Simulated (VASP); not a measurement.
Input:

```
CELL_PARAMETERS angstrom
      1.95831    -3.39189     0.00000
      1.95831     3.39189     0.00000
      0.00000     0.00000     5.10517
ATOMIC_POSITIONS crystal
  Ni 0.00000 0.00000 0.50000
  Ni 0.00000 0.00000 0.00000
  Sb 0.33333 0.66667 0.25000
  Sb 0.66667 0.33333 0.75000
```

Level of theory: PBE GGA with D3 dispersion (Becke-Johnson damping), VASP's PBE PAW potentials (set 64) (plane waves; VASP 6.6.1). Numerical set-up: 520 eV cut-off, 10×10×7 Γ-centred mesh, tetrahedra with Blöchl corrections, potentials Ni Sb.

The cores are frozen, which limits the accuracy of field gradients.

Problem. Give the principal components of the electric field gradient (V/Å²) and the asymmetry η at each nucleus.

Solution. 
```
atom    Vxx    Vyy    Vzz     η
----  -----  -----  -----  ----
Ni1    11.0   11.0  -22.0  0.00
Ni2    11.0   11.0  -22.0  0.00
Sb3   -40.1  -40.1   80.2  0.00
Sb4   -40.1  -40.1   80.2  0.00
```

The compound is NiSb in the NiAs type structure. It was relaxed first. The run is not spin-polarised, so no magnetic state was tried.
